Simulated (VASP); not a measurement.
KMgF$_{3}$ (cubic perovskite) relaxed at rising pressure, in one space group throughout; other phases were not tried. The pressures are those reached. Calculation: LDA (Ceperley-Alder, Perdew-Zunger), VASP's LDA PAW potentials (set 64) (plane waves; VASP).

```csv
P (GPa),V (Å³/atom),k-mesh
-0.24,11.831,6×6×6
5.03,11.223,6×6×6
10.02,10.779,6×6×6
20.01,10.106,6×6×6
29.98,9.607,6×6×6
```

Problem. Fit an equation of state and predict the volume at 44.77 GPa.

Solution. Least squares on the third-order Birch-Murnaghan form, P = (3B0/2)(y⁷ − y⁵)[1 + (3/4)(B′ − 4)(y² − 1)] with y = (V0/V)^(1/3), gives V0 = 11.799 Å³/atom, B0 = 89 GPa and B′ = 4.7, and so 9.047 Å³/atom. The run gave 9.045 Å³/atom, -0.0 % from the fit.

Pressures at which the relaxation failed are left out.

The compound is KMgF3 in the cubic perovskite structure.
